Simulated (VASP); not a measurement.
An input for Quantum ESPRESSO's pw.x (written as the equivalent of a VASP run, and not itself run):

```
&CONTROL
  calculation = 'scf'
  pseudo_dir = './pseudo'
  outdir = './out'
  tprnfor = .true.
  tstress = .false.
/
&SYSTEM
  ibrav = 0
  nat = 1
  ntyp = 1
  ecutwfc = 84
  occupations = 'smearing'
  smearing = 'methfessel-paxton'
  degauss = 0.00735
  input_dft = 'hse'
  nqx1 = 2
  nqx2 = 2
  nqx3 = 2
  screening_parameter = 0.1058
/
&ELECTRONS
  conv_thr = 7.3e-08
  electron_maxstep = 100
/
ATOMIC_SPECIES
  Mg 24.305 Mg.upf
CELL_PARAMETERS angstrom
    -1.8359900    1.8359900    1.6794050
     1.8359900   -1.8359900    1.6794050
     1.8359900    1.8359900   -1.6794050
ATOMIC_POSITIONS crystal
  Mg   0.0000000  0.0000000  0.0000000
K_POINTS automatic
  2 2 2 0 0 0
```

Translate this input to VASP (INCAR, KPOINTS, POSCAR, choice of POTCAR).

One answer among several that fit: 
### KPOINTS
```
Automatic mesh
0
Gamma
2 2 2
0 0 0
```

**POSCAR**
```
Mg
3.671980
 -0.5000000000   0.5000000000   0.4573567939
  0.5000000000  -0.5000000000   0.4573567939
  0.5000000000   0.5000000000  -0.4573567939
Mg
1
Direct
  0.0000000000   0.0000000000   0.0000000000
```

### INCAR
```
AEXX=0.25
ALGO=Normal
EDIFF=1E-6
ENCUT=400
GGA=PE
HFSCREEN=0.2
ISIF=2
ISMEAR=1
ISYM=3
LASPH=.True.
LCHARG=.False.
LHFCALC=.True.
LREAL=.False.
LWAVE=.False.
NELM=100
PREC=Accurate
PRECFOCK=Fast
SIGMA=0.1
SYSTEM=Mg
```

POTCAR, in this order: Mg (PBE.64 set). Program: vasp_std.

The two are equivalent in intent, not identical: the potentials are each code's own (VASP's PAW set, PseudoDojo norm-conserving files in pw.x), so ENCUT and ecutwfc are chosen apart and not converted; conv_thr bounds pw.x's estimated SCF error, while EDIFF bounds the energy change between steps.

The structure comes from a computed database's Mg entry (I4/mmm); how it stands against other phases isn't given here. The cell was not relaxed at this level. The k-mesh is coarse (spacing up to 1.27 per Å, 2π included), so the numbers may not be converged in it.
